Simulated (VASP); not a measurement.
A convergence study with VASP on Cu (fcc): a few settings are varied, all else stays as given below, so the limit is that of these other settings. The cell's lengths are 1 % over those of the tabulated start, so it is off equilibrium.

```
CELL_PARAMETERS angstrom
      0.00000     1.82305     1.82305
      1.82305     0.00000     1.82305
      1.82305     1.82305     0.00000
ATOMIC_POSITIONS crystal
  Cu 0.00000 0.00000 0.00000
```

Computed with LDA (Ceperley-Alder, Perdew-Zunger), VASP's LDA PAW potentials (set 64) (plane waves; VASP). The last row used: 900 eV cut-off, 14×14×14 Γ-centred mesh, first-order Methfessel-Paxton smearing of 0.10 eV, potentials Cu_pv.

Energies of different potentials or hybrids have different zeros.

```csv
setting,E (eV/atom),pressure (GPa),plane waves
"ENCUT = 300, POTCAR Cu",-4.6512,-17.48,153
"ENCUT = 400, POTCAR Cu",-4.6513,-15.38,229
"ENCUT = 520, POTCAR Cu",-4.6487,-14.65,335
"ENCUT = 700, POTCAR Cu",-4.6484,-14.66,532
"ENCUT = 900, POTCAR Cu",-4.6485,-14.57,757
"ENCUT = 300, POTCAR Cu_pv",-4.2379,-159.19,153
"ENCUT = 400, POTCAR Cu_pv",-4.6861,-17.03,229
"ENCUT = 520, POTCAR Cu_pv",-4.6796,-17.08,335
"ENCUT = 700, POTCAR Cu_pv",-4.6788,-14.90,532
"ENCUT = 900, POTCAR Cu_pv",-4.6782,-14.94,757
```

Left out are rungs that failed or repeat a setting and relaxations that didn't move; long series are thinned to 24 rows.

The compound is Cu in the fcc structure. The cell was not relaxed at this level.
